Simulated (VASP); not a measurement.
VASP runs on CoSi2 (fluorite) share one base input (PBE GGA, plane waves, VASP's PBE PAW potentials (set 64)) and change the settings named in each case.

KPOINTS:
```
Automatic mesh
0
Gamma
9 9 9
0 0 0
```

POSCAR:
```
CoSi2
5.46720
  0.0000000000   0.5000000000   0.5000000000
  0.5000000000   0.0000000000   0.5000000000
  0.5000000000   0.5000000000   0.0000000000
Co Si
1 2
Direct
  0.0000000000   0.0000000000   0.0000000000
  0.2500000000   0.2500000000   0.2500000000
  0.7500000000   0.7500000000   0.7500000000
```

### INCAR
```
ALGO = Normal
EDIFF = 1E-6
ENCUT = 400
GGA = PE
ISIF = 2
ISMEAR = 1
LASPH = .TRUE.
LCHARG = .FALSE.
LMAXMIX = 4
LREAL = .FALSE.
LWAVE = .FALSE.
NELM = 100
PREC = Accurate
SIGMA = 0.1
SYSTEM = CoSi2
```

POTCAR, in this order: Co Si (PBE.64 set). Program: vasp_std.

```json
[
 {"change": "base run", "E(σ→0) (eV/atom)": "-6.4060", "pressure (GPa)": "-9.51", "−TS (eV)": "0.0001"},
 {"change": "ISMEAR = -1, SIGMA = 0.3", "E(σ→0) (eV/atom)": "-6.4042", "pressure (GPa)": "-8.14", "−TS (eV)": "-0.3860"},
 {"change": "SIGMA = 0.5", "E(σ→0) (eV/atom)": "-6.4059", "pressure (GPa)": "-9.64", "−TS (eV)": "0.0147"},
 {"change": "ISMEAR = -1, SIGMA = 0.02", "E(σ→0) (eV/atom)": "-6.4060", "pressure (GPa)": "-9.50", "−TS (eV)": "-0.0015"},
 {"change": "ISMEAR = 2, SIGMA = 0.01", "E(σ→0) (eV/atom)": "-6.4060", "pressure (GPa)": "-9.50", "−TS (eV)": "0.0000"},
 {"change": "SIGMA = 0.01", "E(σ→0) (eV/atom)": "-6.4060", "pressure (GPa)": "-9.49", "−TS (eV)": "-0.0001"},
 {"change": "ISMEAR = 2, SIGMA = 0.3", "E(σ→0) (eV/atom)": "-6.4060", "pressure (GPa)": "-9.58", "−TS (eV)": "-0.0005"},
 {"change": "ISMEAR = -5, SIGMA removed", "E(σ→0) (eV/atom)": "-6.4066", "pressure (GPa)": "-9.54", "−TS (eV)": "0.0000"},
 {"change": "ISMEAR = -4, SIGMA removed", "E(σ→0) (eV/atom)": "[?]", "pressure (GPa)": "[?]", "−TS (eV)": "0.0000"}
]
```

Problem. What belongs in the gaps?

Solution. 
- ISMEAR = -4, SIGMA removed, E(σ→0) (eV/atom): -6.3850
- ISMEAR = -4, SIGMA removed, pressure (GPa): -9.19

Left out are runs that ran out of time, are held back, or changed the cell or the kind of run, fixed moments of cells without a moment, rows past the twelfth, gaps on odd meshes, pressures of charged cells and columns that move by less than the noise.

The compound is CoSi2 in the fluorite structure. The cell was not relaxed at this level. The run is not spin-polarised, so no magnetic state was tried. The electron count is odd and the run is not spin-polarised, which forces a metal.
